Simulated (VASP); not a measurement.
Ti, 3 atoms in the cell. Symmetry: P6/mmm, No. 191, hexagonal system. Conventional cell: a = 4.275 Å, b = 4.275 Å, c = 2.679 Å, α = 90.00°, β = 90.00°, γ = 120.00°. Ti (site symmetry 6/mmm) is surrounded by 14 Ti at 2.68 to 2.81 Å. Ti (site symmetry -6m2) has 11 Ti at 2.47 to 2.81 Å as nearest neighbours. This isn't the form of Ti at room conditions, which is hcp.

* Program: VASP 6.6.1
* Task: single point
* Functional: r2SCAN
* Potentials or basis: VASP PAW PBE potentials, release 64 (Ti_sv)
* Cutoff: 520 eV
* k mesh: 5 × 5 × 7
* Occupations: fermi-dirac, width 0.1 eV
* Spin: no spin polarisation
* Dipole correction: no
* Further INCAR settings: ALGO = Normal; EDIFF = 1e-07; NBANDS = 25

Potentials or basis: VASP PAW PBE potentials, release 64 (Ti_sv).

Launch:

```bash
$ cat potpaw_PBE.64/Ti_sv/POTCAR > POTCAR
$ cp INCAR.step1 INCAR
$ mpirun -np 1 vasp_std > vasp.out
$ cp INCAR.step2 INCAR
$ mpirun -np 1 vasp_std > vasp.out
```

Hardware: 1 thread of Intel(R) Xeon(R) Platinum 8488C (Sapphire Rapids), with other jobs on the host.

Task: How long does it take, and how much memory?

Result: Run time: 56 s on 1 thread of Intel(R) Xeon(R) Platinum 8488C (Sapphire Rapids), on a shared host, peak memory 0.16 GiB. Counts: scf iterations 17, k points 20.
